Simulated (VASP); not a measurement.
# Cs2AgBiBr6: phonons from a supercell, part 2 of 4

Wanted: whether Cs2AgBiBr6 is dynamically stable, and its vibrational spectrum. The start is a cell from a database of measured crystal structures.

VASP 6.6.1; PBEsol; plane waves and PAW (Bi, Cs_sv, Ag, Br).

So far. Step 2 (Relax the host): The run ended after 8 ionic steps, 0.037 eV below its first step, once forces and stress met EDIFFG = -0.03. The relaxed cell has a = 11.165 Å (conventional setting).

**3. Tight relaxation**

Force constants are second derivatives, so residual forces and stress must first be far smaller than in an ordinary relaxation. Mesh differs from the relaxation before, which can move the cell too.

INCAR

```
SYSTEM = Cs2AgBiBr6
PREC = Accurate
ENCUT = 350
EDIFF = 1E-08
NELM = 120
ISMEAR = 0
SIGMA = 0.05
LREAL = .FALSE.
ALGO = Fast
GGA = PS
NBANDS = 48
LASPH = .TRUE.
LORBIT = 11
LWAVE = .FALSE.
LCHARG = .FALSE.
KPAR = 4
IBRION = 1
NSW = 30
ISIF = 3
EDIFFG = -0.002
POTIM = 0.4
```

POSCAR

```
Cs2AgBiBr6
1.0
    0.0000000000      5.5824878148      5.5824878148
    5.5824878148      0.0000000000      5.5824878148
    5.5824878148      5.5824878148      0.0000000000
Bi Cs Ag Br
1 2 1 6
Direct
    0.0000000000      0.0000000000      0.0000000000
    0.7500000000      0.7500000000      0.7500000000
    0.2500000000      0.2500000000      0.2500000000
    0.5000000000      0.5000000000      0.5000000000
    0.7457810255      0.7457810255      0.2542189745
    0.2542189745      0.2542189745      0.7457810255
    0.7457810255      0.2542189745      0.2542189745
    0.7457810255      0.2542189745      0.7457810255
    0.2542189745      0.7457810255      0.7457810255
    0.2542189745      0.7457810255      0.2542189745
```

KPOINTS

```
Automatic mesh
0
Gamma
4 4 4
0 0 0
```

PAW data sets: Bi, Cs_sv, Ag and Br (PBE family, release 64).

Run with:

```console
$ mpirun -np 4 vasp_std
```

Log:

```text
[banner, memory and clock lines left out]
running    4 mpi-ranks, on    1 nodes
 distrk:  each k-point on    1 cores,    4 groups
 distr:  one band on    1 cores,    1 groups

 POSCAR found type information on POSCAR BiCsAgBr
 POSCAR found :  4 types and      10 ions
 [... a notice as in an earlier step ...]

 LDA part: xc-table for (Slater+PW92), standard interpolation
 POSCAR, INCAR and KPOINTS ok, starting setup
 FFT: planning ... GRIDC
 FFT: planning ... GRID_SOFT
 FFT: planning ... GRID
 WAVECAR not read
 entering main loop
       N       E                     dE             d eps       ncg     rms          rms(c)
DAV:   1     0.438081722481E+03    0.43808E+03   -0.25106E+04   768   0.969E+02
DAV:   2     0.393664991672E+01   -0.43415E+03   -0.42543E+03  1040   0.209E+02
DAV:   3    -0.325979911380E+02   -0.36535E+02   -0.36409E+02   928   0.689E+01
DAV:   4    -0.330906396333E+02   -0.49265E+00   -0.49200E+00   968   0.909E+00
DAV:   5    -0.330983200534E+02   -0.76804E-02   -0.76775E-02   952   0.104E+00    0.969E+00
RMM:   6    -0.319089205085E+02    0.11894E+01   -0.24692E+00   768   0.468E+00    0.645E+00
RMM:   7    -0.318279055276E+02    0.81015E-01   -0.12301E+00   768   0.269E+00    0.228E+00
RMM:   8    -0.318273141468E+02    0.59138E-03   -0.10030E-01   769   0.111E+00    0.121E+00
RMM:   9    -0.318287809827E+02   -0.14668E-02   -0.40983E-02   768   0.780E-01    0.272E-01
RMM:  10    -0.318282575342E+02    0.52345E-03   -0.79985E-03   778   0.292E-01    0.170E-01
RMM:  11    -0.318284097345E+02   -0.15220E-03   -0.16517E-03   817   0.113E-01    0.102E-01
RMM:  12    -0.318283645234E+02    0.45211E-04   -0.35563E-04   768   0.609E-02    0.132E-02
RMM:  13    -0.318283664635E+02   -0.19401E-05   -0.52958E-05   790   0.249E-02    0.983E-03
RMM:  14    -0.318283680800E+02   -0.16164E-05   -0.18376E-05   799   0.121E-02    0.435E-03
RMM:  15    -0.318283681526E+02   -0.72610E-07   -0.32743E-06   813   0.500E-03    0.389E-03
RMM:  16    -0.318283683522E+02   -0.19966E-06   -0.10146E-06   746   0.268E-03    0.868E-04
RMM:  17    -0.318283683795E+02   -0.27235E-07   -0.23871E-07   753   0.141E-03    0.119E-03
RMM:  18    -0.318283683075E+02    0.71977E-07   -0.45744E-08   597   0.651E-04    0.425E-04
RMM:  19    -0.318283683207E+02   -0.13173E-07   -0.19439E-08   493   0.448E-04    0.213E-04
RMM:  20    -0.318283683248E+02   -0.41709E-08   -0.38646E-09   421   0.206E-04
   1 F= -.31828368E+02 E0= -.31828368E+02  d E =-.318284E+02
 BRION: g(F)=  0.422E-04 g(S)=  0.336E-03
 bond charge predicted
       N       E                     dE             d eps       ncg     rms          rms(c)
DAV:   1    -0.318305380597E+02   -0.21697E-02   -0.40195E-02   864   0.955E-01    0.247E-01
RMM:   2    -0.318288962761E+02    0.16418E-02   -0.40249E-03   768   0.270E-01    0.109E-01
RMM:   3    -0.318286734170E+02    0.22286E-03   -0.95247E-04   768   0.100E-01    0.487E-02
RMM:   4    -0.318286350044E+02    0.38413E-04   -0.17405E-04   768   0.461E-02    0.321E-02
RMM:   5    -0.318286310317E+02    0.39728E-05   -0.32122E-05   769   0.212E-02    0.982E-03
RMM:   6    -0.318286305836E+02    0.44807E-06   -0.83971E-06   788   0.107E-02    0.479E-03
RMM:   7    -0.318286304769E+02    0.10665E-06   -0.13971E-06   784   0.435E-03    0.212E-03
RMM:   8    -0.318286304485E+02    0.28445E-07   -0.39169E-07   768   0.245E-03    0.914E-04
RMM:   9    -0.318286305185E+02   -0.69948E-07   -0.12682E-07   744   0.130E-03    0.231E-04
RMM:  10    -0.318286305400E+02   -0.21554E-07   -0.33822E-08   539   0.511E-04    0.215E-04
RMM:  11    -0.318286305387E+02    0.13388E-08   -0.41990E-09   421   0.215E-04
   2 F= -.31828631E+02 E0= -.31828631E+02  d E =-.262214E-03
[...]
3 F= -.31828707E+02 E0= -.31828707E+02  d E =-.768258E-04
[...]
4 F= -.31828730E+02 E0= -.31828730E+02  d E =-.227752E-04
 BRION: g(F)=  0.509E-05 g(S)=  0.136E-06 retain N=  1 mean eig= 3.06
 eig:   3.055
 bond charge predicted
       N       E                     dE             d eps       ncg     rms          rms(c)
DAV:   1    -0.318287453283E+02   -0.15189E-04   -0.23350E-03   848   0.170E-01    0.288E-02
RMM:   2    -0.318287413789E+02    0.39494E-05   -0.12493E-04   768   0.429E-02    0.141E-02
RMM:   3    -0.318287398944E+02    0.14845E-05   -0.13858E-05   768   0.143E-02    0.771E-03
RMM:   4    -0.318287389847E+02    0.90971E-06   -0.41082E-06   768   0.701E-03    0.443E-03
RMM:   5    -0.318287387495E+02    0.23525E-06   -0.62599E-07   774   0.296E-03    0.197E-03
RMM:   6    -0.318287385443E+02    0.20519E-06   -0.11478E-07   730   0.126E-03    0.401E-04
RMM:   7    -0.318287385585E+02   -0.14218E-07   -0.31081E-08   523   0.578E-04    0.156E-04
RMM:   8    -0.318287385692E+02   -0.10730E-07   -0.52506E-09   460   0.240E-04    0.923E-05
RMM:   9    -0.318287385685E+02    0.70850E-09   -0.12466E-09   321   0.130E-04
   5 F= -.31828739E+02 E0= -.31828739E+02  d E =-.842878E-05
 BRION: g(F)=  0.822E-07 g(S)=  0.141E-09 retain N=  1 mean eig= 4.33
 eig:   4.334
 reached required accuracy - stopping structural energy minimisation
```

Elapsed: 2 min, on 4 MPI ranks of Intel Xeon Platinum 8375C at 2.90GHz (Ice Lake), shared host; peak memory 1.6 GiB; 8 min of CPU time.

Parts of OUTCAR (step 3):

```text
  LATTYP: Found a face centered cubic cell.
 ALAT       =    11.1649756296

The static configuration has the point symmetry O_h .

 Found      8 irreducible k-points:

   k-points           NKPTS =      8   k-points in BZ     NKDIM =      8   number of bands    NBANDS=     48

   dimension x,y,z NGX =    48 NGY =   48 NGZ =   48
   dimension x,y,z NGXF=    96 NGYF=   96 NGZF=   96

   ENCUT  =  350.0 eV  25.72 Ry    5.07 a.u.  12.04 12.04 12.04*2*pi/ulx,y,z

   NELECT =      76.0000    total number of electrons

 E-fermi :   1.6630

 k-point     1 :       0.0000    0.0000    0.0000
  band No.  band energies     occupation
    ...
     34       0.1003      2.00000
     35       0.1003      2.00000
     36       0.1003      2.00000
     37       0.7261      2.00000
     38       0.7261      2.00000
     39       3.4084      0.00000
     40       3.4084      0.00000
     41       3.4084      0.00000
     42       4.8067      0.00000
     43       5.6919      0.00000
    ...

 k-point     2 :       0.2500    0.0000    0.0000
  band No.  band energies     occupation
    ...
     34      -0.2158      2.00000
     35      -0.2158      2.00000
     36      -0.0057      2.00000
     37       0.2941      2.00000
     38       0.2941      2.00000
     39       2.9327      0.00000
     40       4.1568      0.00000
     41       4.1568      0.00000
     42       5.3811      0.00000
     43       6.0550      0.00000
    ...

  Total        0.0001104      0.0001104      0.0001104     -0.0000000     -0.0000000     -0.0000000
  in kB        0.0005067      0.0005067      0.0005067     -0.0000000     -0.0000000     -0.0000000
  external PRESSURE =       0.0005067 kB  Pullay stress =       0.0000000 kB

  energy-cutoff  :      350.00
  volume of cell :      349.06
      direct lattice vectors                 reciprocal lattice vectors
    -0.000000000  5.588440368  5.588440368    -0.089470401  0.089470401  0.089470401
     5.588440368 -0.000000000  5.588440368     0.089470401 -0.089470401  0.089470401
     5.588440368  5.588440368 -0.000000000     0.089470401  0.089470401 -0.089470401

 POSITION                                       TOTAL-FORCE (eV/Angst)
 -----------------------------------------------------------------------------------
      0.00000      0.00000      0.00000        -0.000000      0.000000      0.000000
      8.38266      8.38266      8.38266        -0.000000     -0.000000     -0.000000
      2.79422      2.79422      2.79422        -0.000000      0.000000      0.000000
      5.58844      5.58844      5.58844        -0.000000      0.000000      0.000000
      5.58844      5.58844      8.33779        -0.000000      0.000000      0.000596
      5.58844      5.58844      2.83909        -0.000000      0.000000     -0.000596
      2.83909      5.58844      5.58844        -0.000596      0.000000      0.000000
      5.58844      8.33779      5.58844        -0.000000      0.000596     -0.000000
      8.33779      5.58844      5.58844         0.000596      0.000000     -0.000000
      5.58844      2.83909      5.58844        -0.000000     -0.000596      0.000000
 -----------------------------------------------------------------------------------
    total drift:                                0.000000      0.000000      0.000000

  FREE ENERGIE OF THE ION-ELECTRON SYSTEM (eV)
  ---------------------------------------------------
  free  energy   TOTEN  =       -31.8287385685 eV

  energy  without entropy=      -31.8287385685  energy(sigma->0) =      -31.82873857

 total charge
# of ion       s       p       d       tot
------------------------------------------
    1        1.841   1.406   0.186   3.433
    2        1.850   4.698   0.018   6.567
    3        1.850   4.698   0.018   6.567
    4        0.261   0.204   9.298   9.763
    5        1.606   3.219   0.014   4.839
    6        1.606   3.219   0.014   4.839
    7        1.606   3.219   0.014   4.839
    8        1.606   3.219   0.014   4.839
    9        1.606   3.219   0.014   4.839
   10        1.606   3.219   0.014   4.839
--------------------------------------------------
tot         15.436  30.323   9.604  55.363

[... 2 parts as in an earlier step ...]

[... 7 further parts left out ...]
```

CONTCAR:

```
Cs2AgBiBr6
   1.00000000000000
    -0.0000000000000000    5.5884403683477268    5.5884403683477268
     5.5884403683477268   -0.0000000000000000    5.5884403683477268
     5.5884403683477268    5.5884403683477268   -0.0000000000000000
  Bi              Cs              Ag              Br
     1     2     1     6
Direct
    -0.0000000000000000    0.0000000000000000    0.0000000000000000
     0.7500000000000000    0.7500000000000000    0.7500000000000000
     0.2500000000000000    0.2500000000000000    0.2500000000000000
     0.5000000000000000    0.5000000000000000    0.5000000000000000
     0.7459851172672864    0.7459851172672864    0.2540148827327133
     0.2540148827327133    0.2540148827327133    0.7459851172672864
     0.7459851172672864    0.2540148827327133    0.2540148827327133
     0.7459851172672864    0.2540148827327133    0.7459851172672864
     0.2540148827327133    0.7459851172672864    0.7459851172672864
     0.2540148827327133    0.7459851172672864    0.2540148827327133
```

Relaxation path:

```
step  energy less that of the first step (eV)  largest force (eV/Å)  pressure (GPa)  volume (Å³)
   1                                   0.0000                0.0135            0.08       347.95
   2                                  -0.0003                0.0137            0.02       348.63
   3                                  -0.0003                0.0089            0.00       348.92
   4                                  -0.0004                0.0047            0.00       349.00
   5                                  -0.0004                0.0006            0.00       349.06
```

```
conventional cell, symmetrised  before   after  change
                         a (Å)  11.165  11.177  +0.1 %
                         b (Å)  11.165  11.177  +0.1 %
                         c (Å)  11.165  11.177  +0.1 %
              volume (Å³/atom)   34.79   34.91  +0.3 %
```

The relaxed structure:

```xyz
10
Lattice="0.0000 5.5884 5.5884 5.5884 0.0000 5.5884 5.5884 5.5884 0.0000" Properties=species:S:1:pos:R:3 pbc="T T T"
Bi    0.0000    0.0000    0.0000
Cs    8.3827    8.3827    8.3827
Cs    2.7942    2.7942    2.7942
Ag    5.5884    5.5884    5.5884
Br    5.5884    5.5884    8.3378
Br    5.5884    5.5884    2.8391
Br    2.8391    5.5884    5.5884
Br    5.5884    8.3378    5.5884
Br    8.3378    5.5884    5.5884
Br    5.5884    2.8391    5.5884
```

Numbers from this step:

```yaml
electronic_cycles: 60
fermi_energy: 1.663 eV
pressure: 5.07e-5 GPa
gap_on_the_k_mesh: 1.086 eV
least_direct_gap_on_the_k_mesh: 2.329 eV
```

The run ended after 5 ionic steps, 0.000 eV below its first step, once forces and stress met EDIFFG = -0.002.

(Continued in part 3 of 4.)

[Lines on the potential files, build, host, timing and source positions are cut from VASP's logs without a mark.]

[Logs are printed without paths, hosts, clocks, repeated set-up lines and the standing remarks that a program may print on its own settings, such as how far it seeks lower states.]

[Hosts, paths, dates, database ids (printed as entryN), source tags and the programs' standing remarks are cut or masked in the printed files.]

[Runs that stopped without an error message from VASP are left out.]
